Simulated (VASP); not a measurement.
The system is P2C.

```
P C
1.0
     0.00000    2.53961    3.18399
     2.28416    0.00000    3.18399
     2.28416    2.53961    0.00000
P C
2 1
Direct
  0.00000 0.50000 0.00000
  0.50000 0.00000 0.50000
  0.50000 0.50000 0.50000
```

The cell was built by a generator and needn't be a form met in nature.

```yaml
Program: VASP 6.6.1
Task: single point
Functional: PBE
Potentials_or_basis: VASP PAW PBE potentials, release 64 (P, C)
Cutoff: 520 eV
k_mesh: 9 × 9 × 9
Occupations: fermi-dirac, width 0.05 eV
Spin: no spin polarisation
```

On this cell: pressure -0.7 GPa; largest force under 0.003 eV/Å; band gap on the k mesh none (metal or under the smearing width).

The same run follows on a disturbed copy (atoms moved at random, drawn with an rms of 0.05 Å):

```
CELL_PARAMETERS angstrom
0.00000 2.53961 3.18399
2.28416 0.00000 3.18399
2.28416 2.53961 0.00000
ATOMIC_POSITIONS crystal
P 0.01041 0.51331 0.99207
P 0.50647 0.99693 0.49260
C 0.49182 0.51019 0.50301
```

Problem. What does the disturbed cell give?

Solution. The energy (extrapolated to zero smearing) moves by +0.5 meV/atom; pressure -0.1 GPa; largest force 0.166 eV/Å; band gap on the k mesh none (metal or under the smearing width).

Forces on the atoms (eV/Å):
```
P   -0.137 -0.007 -0.093
P    0.001 -0.047  0.128
C    0.137  0.053 -0.035
```

Stress tensor (GPa, compression positive):
```
-0.65 -0.01 -0.62
-0.01 -1.17  0.00
-0.62  0.00  1.41
```
